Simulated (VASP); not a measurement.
```xyz
2
Lattice="3.9739 0.0000 0.0000 0.0000 3.9739 0.0000 0.0000 0.0000 3.9739" Properties=species:S:1:pos:R:3 pbc="T T T"
Cs     0.0000     0.0000     0.0000
Cl     1.9869     1.9869     1.9869
```

Computed with LDA (Ceperley-Alder, Perdew-Zunger), VASP's LDA PAW potentials (set 64) (plane waves; VASP). Run with 400 eV cut-off, 9×9×9 Γ-centred mesh, Gaussian smearing of 0.010 eV, potentials Cs_sv Cl.

Unless said otherwise, spin-orbit coupling is left out, though it shifts the bands of the heavy elements here.

Question: Predict the energy per atom (σ→0), band gap (on the k-mesh) with the smallest direct gap where there is one.

Answer: 
- band gap (on the k-mesh): 4.97 eV
- smallest direct gap (on the k-mesh): 4.97 eV
- energy per atom (σ→0): -3.655 eV/atom

Total energies compare only between runs with the same potentials, cut-off and functional.

The compound is CsCl in the CsCl type structure. It was relaxed first, which changed the volume by -10 %.
